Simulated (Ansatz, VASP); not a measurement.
## Si2W: VASP beside Ansatz

One calculation is typed for both programs; each brings its own data sets. How far apart do they land? The structure shown is the end of the Ansatz relaxation below.

Main program and level: Ansatz 0.2.0; plane waves, with VASP 6.6.1 beside it; single point at PBEsol.

## (1) Set-up

The structure is tetragonal, space group I4/mmm (No. 139). The conventional cell has a = 3.203 Å, b = 3.203 Å, c = 7.816 Å, α = 90.00°, β = 90.00°, γ = 90.00°. Nearest to W lie 10 Si at 2.61 Å. Nearest to Si lie 5 Si at 2.59 to 2.62 Å and 5 W at 2.61 Å. Farther neighbours are not listed.

## (2) Ansatz: relaxation, PBEsol

Ansatz runs on its PAW soft_1 files.

This run makes the geometry at which the two programs are then compared.

File input.yaml:

```yaml
crystal:
  lattice:
    - [3.202846, 0.0, 0.0]
    - [0.0, 3.202846, 0.0]
    - [0.0, 0.0, 7.816173]
  atoms:
    - { symbol: W, position: [0.0, 0.0, 0.0] }
    - { symbol: W, position: [0.5, 0.5, 0.5] }
    - { symbol: Si, position: [0.0, 0.0, 0.3345475] }
    - { symbol: Si, position: [0.0, 0.0, 0.6654525] }
    - { symbol: Si, position: [0.5, 0.5, 0.8345475] }
    - { symbol: Si, position: [0.5, 0.5, 0.1654525] }
kpoints:
  mp_grid: { grid: [14, 14, 6] }
scf:
  occupations: { method: fermi_dirac, width: 0.05 }
hamiltonian:
  xc: pbesol
  pseudopotentials: { kind: paw, azcp: { folder: soft_1 }, xc_functional: pbe }
basis:
  ecutwfc: 600
output:
  forces: true
  stress: true
relax:
  f_tol: 0.005
  max_steps: 70
  cell: { stress_tol: 0.02, p_target: 0, fix: [c, alpha, beta, gamma] }
```

Run with:

```console
$ ansatz run input.yaml --threads 4 --pin off --max-ram 10240MiB --backend cpu --events-out ev --progress --plain --runs-dir out
```

Numbers of over 12 decimals in the logs are rounded to 6 here.

Output:

```text
Engine: ansatz 0.2.0, x86_64-unknown-linux-gnu
Pseudopotentials: kind: paw
Pseudopotential: W, paw, valence charge 14, recommended cutoff 420 eV (normal), soft_1/W.paw.azcp
Pseudopotential: Si, paw, valence charge 4, recommended cutoff 420 eV (normal), soft_1/Si.paw.azcp
Functional definition: PBEsol
  exchange = pbesol_x
  correlation = pbesol_c
Crystal: 6 atoms, lattice volume = 80.180 Å³
Basis set: ecut = 600 eV, 2663 PW (Γ), exchange–correlation on 54×54×128 points (8 copies of the dense FFT grid, shifted against one another)
Bands: 28, of which v1, the nominal top of the filled ones, is band 22 counted from 1 (21 counted from 0)
Symmetry: 32 space group operations
Space group: I4/mmm (ITA 139), of the structure as read, at distance tolerance 4.3e-5 Å
k-points: 144 of 1176
Non-local potential: W, projectors of the file, l = 0: 3, l = 1: 2, l = 2: 2, l = 3: 1
Non-local potential: Si, projectors of the file, l = 0: 2, l = 1: 2, l = 2: 1
PAW form: soft (Blöchl's): semilocal exchange-correlation on the pseudo side does not see the compensation charge
PAW frozen core: W, regenerated for the run's functional, and the local potential with it (the file was generated under x = pbe(κ = 0.804, μ = 0.219515), c = pbe(β = 0.066725))
PAW frozen core: Si, regenerated for the run's functional, and the local potential with it (the file was generated under x = pbe(κ = 0.804, μ = 0.219515), c = pbe(β = 0.066725))
PAW one-centre angular grid: W, 590 points (default); XC on 64 Gauss nodes
PAW one-centre angular grid: Si, 110 points (default); XC on 64 Gauss nodes
Initial density: superposition of atomic densities (chi_scale 0.1, normalization cell, long waves kept (reshape's long-wave potential 0.00 eV rms))
Initial wavefunctions: pseudopotential atomic-orbital guess
Functional: x = pbesol(κ = 0.804, μ = 0.123457), c = pbesol(β = 0.046)
SCF iter   1: F=—  HF=-23004.488073 eV  |F-HF|=—  |Δ(HF+E_count)|=         —  Δρ=4.97e-2  dr2=1.95e0  ethr=3.10e-3  ⟨swp⟩=7.1  Hψ=21039  notcnv=0  defer=1
preconditioner: auto → Kerker (q_TF=auto, 2.469 Å⁻¹)  [metal: Δε(μ)=0.028 eV  Ē_g=7.829 eV  σ=0.050 eV  W_gap=0.14  n_scr=18 (ndim 8)  ℏωp=21.9 eV  f_vac=0.000  D(μ)=0.85/eV (n_scr^D=2)]
SCF iter   2: F=—  HF=-23003.991637 eV  |F-HF|=—  |Δ(HF+E_count)|=   4.96e-1  Δρ=2.65e-2  dr2=4.32e-1  ethr=3.10e-3  ⟨swp⟩=2.4  Hψ=7209  notcnv=0  defer=123
SCF iter   3: F=—  HF=-23003.838092 eV  |F-HF|=—  |Δ(HF+E_count)|=   1.54e-1  Δρ=6.60e-3  dr2=2.85e-2  ethr=9.81e-4  ⟨swp⟩=2.9  Hψ=6910  notcnv=0  defer=127
SCF iter   4: F=—  HF=-23003.827508 eV  |F-HF|=—  |Δ(HF+E_count)|=   1.06e-2  Δρ=5.10e-4  dr2=1.12e-4  ethr=6.47e-5  ⟨swp⟩=2.0  Hψ=6651  notcnv=0  defer=127
SCF iter   5: F=—  HF=-23003.827471 eV  |F-HF|=—  |Δ(HF+E_count)|=   3.66e-5  Δρ=5.88e-5  dr2=2.10e-6  ethr=2.56e-7  ⟨swp⟩=2.1  Hψ=6210  notcnv=0  defer=127
SCF iter   6: F=—  HF=-23003.827474 eV  |F-HF|=—  |Δ(HF+E_count)|=   2.80e-6  Δρ=1.06e-5  dr2=8.22e-8  ethr=2.27e-10  ⟨swp⟩=4.4  Hψ=13172  notcnv=0
SCF iter   7: F=-23003.827474 eV  HF=-23003.827474 eV  |F-HF|=1.52e-9  |Δ(HF+E_count)|=   1.04e-8  Δρ=1.57e-6  dr2=2.42e-9  ethr=1.87e-10  ⟨swp⟩=2.4  Hψ=13370  notcnv=0
SCF 1 converged in 7 iterations: F = -23003.827474 eV  dr2 = 2.42e-9
  greatest PAW one-centre occupation: 0.999 electrons in one spin orbital (limit 2), on the W atom at site 1 (counted from 0), in its partial waves of l = 0
relax step   1: F+E_penalty+E_count = -23003.82747420 eV  Δ(F+E_penalty+E_count) = +0.000e0 eV  max|allowed force component| = 3.660e-4 eV/Å  Δτ_max = 0.0000 Å  P = +0.004 GPa  Ω = 80.180 Å³  fix = [c, alpha, beta, gamma]  reactions: c -0.001 GPa  (7 SCF iters, dr2 threshold 1.00e-7 eV, accepted)
Initial density: handed on by an earlier stage of this run
Initial wavefunctions: pseudopotential atomic-orbital guess (no wavefunctions were taken with the density)
iter 1 solved again at ethr=6.64e-8 eV; its pass at ethr=3.10e-3 eV (dr2=2.92e-5 eV) is discarded
SCF iter   1: F=—  HF=-23003.827468 eV  |F-HF|=—  |Δ(HF+E_count)|=         —  Δρ=1.63e-6  dr2=2.55e-9  ethr=6.64e-8  ⟨swp⟩=3.0  Hψ=30875  notcnv=0
eigensolver tolerance schedule: the retry pair's looser diagonalisation over-reported the residual by 11442.99 of it (diagonalisation noise at 0.32 of the residual, at the tolerance the schedule requests for it); recorded, not acted on — ethr = c·dr2/N_el stays at c = 1.0e-1
preconditioner: auto → Kerker (q_TF=auto, 2.469 Å⁻¹)  [metal: Δε(μ)=0.051 eV  Ē_g=7.652 eV  σ=0.050 eV  W_gap=0.24  n_scr=18 (ndim 8)  ℏωp=21.9 eV  f_vac=0.000  D(μ)=0.60/eV (n_scr^D=2)]
SCF iter   2: F=—  HF=-23003.827474 eV  |F-HF|=—  |Δ(HF+E_count)|=   6.18e-6  Δρ=9.36e-7  dr2=7.61e-10  ethr=5.81e-12  ⟨swp⟩=2.9  Hψ=7998  notcnv=0
SCF iter   3: F=—  HF=-23003.827474 eV  |F-HF|=—  |Δ(HF+E_count)|=  1.75e-10  Δρ=2.36e-7  dr2=5.82e-11  ethr=1.73e-12  ⟨swp⟩=2.3  Hψ=5760  notcnv=0
SCF iter   4: F=-23003.827474 eV  HF=-23003.827474 eV  |F-HF|=1.09e-11  |Δ(HF+E_count)|=  1.82e-11  Δρ=7.19e-8  dr2=1.30e-12  ethr=1.00e-12  ⟨swp⟩=5.0  Hψ=16055  notcnv=0
SCF 2 converged in 4 iterations: F = -23003.827474 eV  dr2 = 1.30e-12
relax step   2: F+E_penalty+E_count = -23003.82747420 eV  Δ(F+E_penalty+E_count) = -9.095e-10 eV  max|allowed force component| = 3.499e-4 eV/Å  Δτ_max = 0.0000 Å  P = +0.004 GPa  Ω = 80.180 Å³  fix = [c, alpha, beta, gamma]  reactions: c -0.001 GPa  stress off target by 6.95e-3 GPa on what of the cell is left free  SCF on the basis re-selected at this cell (its energy is not comparable with the rows above)  (4 SCF iters)
basis re-selected at this cell: Δ(F+E_penalty+E_count) = -9.095e-10 eV, ΔP = +0.000 GPa vs the last step (what re-selecting the basis moved, of the pressure what is left beyond the Pulay correction that the steps carried, after the strain that the cell walked since its last selection, with what the two solves' SCF thresholds leave and, on support functions, any second-order correction that the steps lacked; it is no  [...]
SCF converged after 4 iterations
Free energy (F): -23003.827474 eV
Harris-Foulkes:  -23003.827474 eV  (|F-HF|=1.09e-11)
Internal energy: -23003.822530 eV  (E = F + TS)
E sigma→0 (E₀):  -23003.825002 eV
Entropy (-TS):   -0.004944 eV (-0.824 meV/atom)
Fermi energy:    16.743792 eV
--- Per-component energies (eV) ---
  E_band       = -161.805442
  E_kinetic    = 1027.510665
  E_local      = -1763.353194  (includes V_loc(G=0)·N_el)
  E_nonlocal   = 42.416393
  E_hartree    = 766.774727
  E_xc         = -765.738893
  E_vxc        = -667.092946  (∫ρ·V_xc dr)
  E_paw        = -18893.335186  (= ΣΔE_a)
  E_vpaw       = -334.835918  (= ΣTr[D̂ρ^β])
  E_aug_tail   = 0.000110  (compensation charges beyond the density's cutoff)
  E_ewald      = -3418.667110
  E_core_change = 0.569958  (= ΣΔE_core)
  E_smearing   = -0.004944  (= −TS)
  E_closure    = 0.000000  (closes the sum)
  Σ components = -23003.827474   (vs F -23003.827474, Δ=0.00e0)
--- Forces (eV/Å), atoms counted from 1 ---
  atom   1  W     -0.00000000     0.00000000     0.00000000
  atom   2  W     -0.00000000     0.00000000    -0.00000000
  atom   3  Si     0.00000000     0.00000000     0.00034988
  atom   4  Si     0.00000000     0.00000000    -0.00034988
  atom   5  Si     0.00000000     0.00000000     0.00034988
  atom   6  Si     0.00000000     0.00000000    -0.00034988
  max |Σ_I F_I| component: 3.47e-18 eV/Å
--- Stress (GPa, compression-positive) ---
        0.006954       0.000000       0.000000
       -0.000000       0.006954       0.000000
        0.000000       0.000000      -0.000556
  P = ⅓ Tr σ = 0.0045 GPa (0.045 kbar)
--- Relaxed structure (1 steps of the walk, 1 accepted, 1 SCFs on fresh bases) ---
  F+E_penalty+E_count = -23003.82747420 eV   max|allowed force component| = 3.499e-4 eV/Å   (the final SCF, on the basis selected at the relaxed cell)
  cell:  # Å, volume = 80.1800 Å³
    - [3.202846, 0.0, 0.0]
    - [0.0, 3.202846, 0.0]
    - [0.0, 0.0, 7.816173]
  atoms:
    - { symbol: W, position: [0.0, 0.0, 0.0] }
    - { symbol: W, position: [0.500000, 0.500000, 0.5] }
    - { symbol: Si, position: [0.0, 0.0, 0.3345475] }
    - { symbol: Si, position: [0.0, 0.0, 0.6654525] }
    - { symbol: Si, position: [0.500000, 0.500000, 0.834547] }
    - { symbol: Si, position: [0.500000, 0.500000, 0.1654525] }
```

In the SCF lines HF is the Harris–Foulkes energy and dr2 the Hartree energy of the density residual, in eV; the loop may stop once dr2 is under the threshold and the program's other checks hold. Hψ counts applications of the Hamiltonian.

## (3) VASP: single point, PBEsol, pair 1

The same cell, functional, mesh and smearing now go to VASP, with its own data sets.

Lines of VASP's logs that name or quote its potential files are left out, and so is its time.

File INCAR:

```
SYSTEM = Si2W
PREC = Accurate
ENCUT = 600
EDIFF = 1E-06
NELM = 120
ISMEAR = -1
SIGMA = 0.05
LREAL = .FALSE.
ALGO = Normal
GGA = PS
NBANDS = 20
LASPH = .TRUE.
LORBIT = 11
LWAVE = .FALSE.
LCHARG = .FALSE.
ISIF = 2
GGA_COMPAT = .FALSE.
KPAR = 2
```

File POSCAR:

```
Si2W
1.0
    3.2028460000      0.0000000000      0.0000000000
    0.0000000000      3.2028460000      0.0000000000
    0.0000000000      0.0000000000      7.8161730000
W Si
2 4
Direct
    0.0000000000      0.0000000000      0.0000000000
    0.5000000000      0.5000000000      0.5000000000
    0.0000000000      0.0000000000      0.3345475000
    0.0000000000      0.0000000000      0.6654525000
    0.5000000000      0.5000000000      0.8345475000
    0.5000000000      0.5000000000      0.1654525000
```

File KPOINTS:

```
Automatic mesh
0
Gamma
14 14 6
0 0 0
```

Potentials, in the order of the species: W and Si (PBE family, release 64).

Run with:

```console
$ mpirun -np 2 vasp_std
```

Output:

```text
[banner, memory and clock lines left out]
running    2 mpi-ranks, on    1 nodes
 distrk:  each k-point on    1 cores,    2 groups
 distr:  one band on    1 cores,    1 groups

 POSCAR found type information on POSCAR W Si
 POSCAR found :  2 types and       6 ions
|                                                                             |
|               ----> ADVICE to this user running VASP <----                  |
|                                                                             |
|     You enforced a specific xc type in the INCAR file but a different       |
|     [... a line on the potential file left out ...]
|     I HOPE YOU KNOW WHAT YOU ARE DOING!                                     |
|                                                                             |

 LDA part: xc-table for (Slater+PW92), standard interpolation
 POSCAR, INCAR and KPOINTS ok, starting setup
 FFT: planning ... GRIDC
 FFT: planning ... GRID_SOFT
 FFT: planning ... GRID
 WAVECAR not read
 entering main loop
       N       E                     dE             d eps       ncg     rms          rms(c)
DAV:   1     0.895834211065E+02    0.89583E+02   -0.13252E+04  5760   0.139E+03
DAV:   2    -0.455237192332E+02   -0.13511E+03   -0.12894E+03  7040   0.273E+02
DAV:   3    -0.550255488549E+02   -0.95018E+01   -0.90678E+01  8236   0.550E+01
DAV:   4    -0.552284551582E+02   -0.20291E+00   -0.20152E+00  7880   0.788E+00
DAV:   5    -0.552309380455E+02   -0.24829E-02   -0.24788E-02  7976   0.937E-01    0.376E+01
DAV:   6    -0.537414856805E+02    0.14895E+01   -0.62565E+00  8556   0.119E+01    0.157E+01
DAV:   7    -0.534877545978E+02    0.25373E+00   -0.58691E-01  6928   0.422E+00    0.671E+00
DAV:   8    -0.534507190455E+02    0.37036E-01   -0.76921E-02  8040   0.170E+00    0.647E-01
DAV:   9    -0.534498505110E+02    0.86853E-03   -0.60771E-03  7596   0.413E-01    0.390E-01
DAV:  10    -0.534497985718E+02    0.51939E-04   -0.11570E-03  7636   0.189E-01    0.746E-02
DAV:  11    -0.534497405126E+02    0.58059E-04   -0.22315E-04  7732   0.830E-02    0.236E-02
DAV:  12    -0.534497412403E+02   -0.72771E-06   -0.90281E-06  7688   0.180E-02
   1 F= -.53449741E+02 E0= -.53447330E+02  d E =-.482316E-02
```

From OUTCAR (step 3):

```text
ion  position               nearest neighbor table
   1  0.000  0.000  0.000-   5 2.61   6 2.61   5 2.61   6 2.61   5 2.61   6 2.61   5 2.61   6 2.61
                             3 2.61   4 2.61
   2  0.500  0.500  0.500-   3 2.61   4 2.61   3 2.61   4 2.61   3 2.61   4 2.61   3 2.61   4 2.61
                             5 2.61   6 2.61
   3  0.000  0.000  0.335-   4 2.59   2 2.61   2 2.61   2 2.61   2 2.61   1 2.61   6 2.62   6 2.62
                             6 2.62   6 2.62
   4  0.000  0.000  0.665-   3 2.59   2 2.61   2 2.61   2 2.61   2 2.61   1 2.61   5 2.62   5 2.62
                             5 2.62   5 2.62
   5  0.500  0.500  0.835-   6 2.59   1 2.61   1 2.61   1 2.61   1 2.61   2 2.61   4 2.62   4 2.62
                             4 2.62   4 2.62
   6  0.500  0.500  0.165-   5 2.59   1 2.61   1 2.61   1 2.61   1 2.61   2 2.61   3 2.62   3 2.62
                             3 2.62   3 2.62

  LATTYP: Found a simple tetragonal cell.
 ALAT       =     3.2028460000
 C/A-ratio  =     2.4403836463

 Subroutine GETGRP returns: Found 16 space group operations
 (whereof 16 operations were pure point group operations)

The static configuration has the point symmetry D_4h.

 Found    144 irreducible k-points:

   k-points           NKPTS =    144   k-points in BZ     NKDIM =    144   number of bands    NBANDS=     20

   dimension x,y,z NGX =    28 NGY =   28 NGZ =   64
   dimension x,y,z NGXF=    56 NGYF=   56 NGZF=  128

   ENCUT  =  600.0 eV  44.10 Ry    6.64 a.u.   6.40  6.40 15.61*2*pi/ulx,y,z

   NELECT =      28.0000    total number of electrons

 k-points in reciprocal lattice and weights: Automatic mesh
   0.00000000  0.00000000  0.00000000       0.001
   0.07142857  0.00000000  0.00000000       0.003
   0.14285714  0.00000000  0.00000000       0.003
   0.21428571  0.00000000  0.00000000       0.003
   0.28571429  0.00000000  0.00000000       0.003
   0.35714286  0.00000000  0.00000000       0.003
   0.42857143  0.00000000  0.00000000       0.003
   0.50000000  0.00000000  0.00000000       0.002
   0.07142857  0.07142857  0.00000000       0.003
[...]
0.50000000  0.42857143  0.50000000       0.003
   0.50000000  0.50000000  0.50000000       0.001

 average (electrostatic) potential at core
       1 -34.5203       2 -34.5203       3 -78.9687       4 -78.9687       5 -78.9687
       6 -78.9687

 E-fermi :  10.5829

 k-point     1 :       0.0000    0.0000    0.0000
  band No.  band energies     occupation
    ...
     10       7.9329      2.00000
     11       9.7471      2.00000
     12       9.7471      2.00000
     13      10.0346      1.99997
     14      10.0346      1.99997
     15      11.1661      0.00002
     16      11.3448      0.00000
     17      13.3966      0.00000
     18      13.4732      0.00000
     19      13.7232      0.00000
    ...

 k-point     2 :       0.0714    0.0000    0.0000
  band No.  band energies     occupation
    ...
     10       7.8049      2.00000
     11       9.5681      2.00000
     12       9.8839      2.00000
     13       9.8869      2.00000
     14      10.0624      1.99994
     15      10.7763      0.04098
     16      11.4955      0.00000
     17      13.2592      0.00000
     18      13.3484      0.00000
     19      13.7444      0.00000
    ...

 k-point     3 :       0.1429    0.0000    0.0000
  band No.  band energies     occupation
    ...
     11       9.1661      2.00000
     12       9.5078      2.00000
     13      10.0410      1.99996
     14      10.1389      1.99972
     15      10.2147      1.99873
     16      11.8469      0.00000
     17      12.6313      0.00000
     18      13.0075      0.00000
     19      14.4308      0.00000
     20      15.0702      0.00000

  Total       -0.1246218     -0.1246218     -0.1279929      0.0000000     -0.0000000     -0.0000000
  in kB       -2.4902228     -2.4902228     -2.5575849      0.0000000     -0.0000000     -0.0000000
  external PRESSURE =      -2.5126768 kB  Pullay stress =       0.0000000 kB

  energy-cutoff  :      600.00
  volume of cell :       80.18
      direct lattice vectors                 reciprocal lattice vectors
     3.202846000  0.000000000  0.000000000     0.312222317  0.000000000  0.000000000
     0.000000000  3.202846000  0.000000000     0.000000000  0.312222317  0.000000000
     0.000000000  0.000000000  7.816173000     0.000000000  0.000000000  0.127939850

 POSITION                                       TOTAL-FORCE (eV/Angst)
 -----------------------------------------------------------------------------------
      0.00000      0.00000      0.00000         0.000000     -0.000000      0.000000
      1.60142      1.60142      3.90809         0.000000     -0.000000     -0.000000
      0.00000      0.00000      2.61488         0.000000      0.000000      0.004205
      0.00000      0.00000      5.20129        -0.000000      0.000000     -0.004205
      1.60142      1.60142      6.52297         0.000000      0.000000      0.004205
      1.60142      1.60142      1.29321        -0.000000      0.000000     -0.004205
 -----------------------------------------------------------------------------------
    total drift:                               -0.000000      0.000000     -0.000000

  FREE ENERGIE OF THE ION-ELECTRON SYSTEM (eV)
  ---------------------------------------------------
  free  energy   TOTEN  =       -53.4497412403 eV

  energy  without entropy=      -53.4449180770  energy(sigma->0) =      -53.44732966

 total charge
# of ion       s       p       d       tot
------------------------------------------
    1        0.561   0.682   4.531   5.775
    2        0.561   0.682   4.531   5.775
    3        0.736   0.895   0.000   1.631
    4        0.736   0.895   0.000   1.631
    5        0.736   0.895   0.000   1.631
    6        0.736   0.895   0.000   1.631
--------------------------------------------------
tot          4.068   4.944   9.063  18.076

[... 3 further parts left out ...]
```

The run ends at a pressure of -0.25 GPa, with forces up to 0.0042 eV/Å.

## (4) Side by side

Known differences besides the potentials themselves: the data sets hold 44 valence electrons in Ansatz (on its PAW soft_1 files) and 28 in VASP; Ansatz makes its cores anew for this functional, VASP keeps those of its PBE data sets; Ansatz's pressure holds a Pulay correction, VASP's none. Total energies have different zeros and are not compared.

Compared:

| quantity | Ansatz | VASP | difference |
| --- | --- | --- | --- |
| pressure (GPa) | 0.00 | -0.25 | +0.26 |

At this near-relaxed geometry the largest component of a force difference is 4 meV/Å.

## (5) Ansatz: relaxation, PBEsol

This run makes the geometry at which the two programs are then compared. The cell compared in this pair holds 78.63 Å³, against 80.18 Å³ for the pair before.

The structure compared here is the end of the Ansatz relaxation.

input.yaml, the sections that differ from step 2:

```yaml
crystal:
  lattice:
    - [3.226867345, 0.0, 0.0]
    - [0.0, 3.226867345, 0.0]
    - [0.0, 0.0, 7.58168781]
  atoms:
    - { symbol: W, position: [0.0, 0.0, 0.0] }
    - { symbol: W, position: [0.5, 0.5, 0.5] }
    - { symbol: Si, position: [0.0, 0.0, 0.3345475] }
    - { symbol: Si, position: [0.0, 0.0, 0.6654525] }
    - { symbol: Si, position: [0.5, 0.5, 0.8345475] }
    - { symbol: Si, position: [0.5, 0.5, 0.1654525] }
kpoints:
  mp_grid: { grid: [13, 13, 6] }
output:
  forces: true
  stress: true
  write_density: true
  write_potential: true
  elf: true
  volumetric_format: npy
# scf, hamiltonian, basis, relax: as in step 2
```

Run with:

```console
$ ansatz run input.yaml --threads 4 --pin off --max-ram 10240MiB --backend cpu --events-out ev --progress --plain --runs-dir out
```

Output:

```text
[...]
Crystal: 6 atoms, lattice volume = 78.946 Å³
Basis set: ecut = 600 eV, 2655 PW (Γ), exchange–correlation on 54×54×128 points (8 copies of the dense FFT grid, shifted against one another)
Bands: 28, of which v1, the nominal top of the filled ones, is band 22 counted from 1 (21 counted from 0)
Symmetry: 32 space group operations
[...]
k-points: 112 of 1014
[...]
cell:  # Å, volume = 78.6287 Å³
    - [3.220383, 0, 0.0]
    - [0, 3.220383, 0.0]
    - [0.0, 0.0, 7.58168781]
  atoms:
    - { symbol: W, position: [0, 0, 0] }
    - { symbol: W, position: [0.500000, 0.500000, 0.500000] }
    - { symbol: Si, position: [0, 0, 0.334325] }
    - { symbol: Si, position: [0, 0, 0.665675] }
    - { symbol: Si, position: [0.500000, 0.500000, 0.834325] }
    - { symbol: Si, position: [0.500000, 0.500000, 0.165675] }
[key lines of the parts left out:]
SCF converged after 3 iterations
Free energy (F): -23003.697380 eV
Fermi energy:    17.054402 eV
P = ⅓ Tr σ = 5.9623 GPa (59.623 kbar)
```

[end of part 1 of 2]

[Lines on the potential files, build, host, timing and source positions are cut from VASP's logs without a mark.]

[Logs are printed without paths, hosts, clocks, repeated set-up lines and the standing remarks that a program may print on its own settings, such as how far it seeks lower states.]

[Hosts, paths, dates, database ids (printed as entryN), source tags and the programs' standing remarks are cut or masked in the printed files.]
